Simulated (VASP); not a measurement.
```xyz
5
Lattice="4.0081 0.0000 0.0000 0.0000 4.0081 0.0000 0.0000 0.0000 4.0081" Properties=species:S:1:pos:R:3 pbc="T T T"
K      0.0000     0.0000     0.0000
Mg     2.0040     2.0040     2.0040
F      2.0040     0.0000     2.0040
F      0.0000     2.0040     2.0040
F      2.0040     2.0040     0.0000
```

All values below come from AM05 GGA, VASP's PBE PAW potentials (set 64) (plane waves; VASP). Settings: 520 eV cut-off, 6×6×6 Γ-centred mesh, Gaussian smearing of 0.050 eV, potentials K_sv Mg F.

Q: Predict the energy per atom (σ→0), band gap (on the k-mesh) with the smallest direct gap where there is one.

A: 
| Property | Result |
|---|---|
| band gap (on the k-mesh) | 7.19 eV |
| smallest direct gap (on the k-mesh) | 7.51 eV |
| energy per atom (σ→0) | -4.895 eV/atom |

The compound is KMgF3 in the cubic perovskite structure. It was relaxed first.
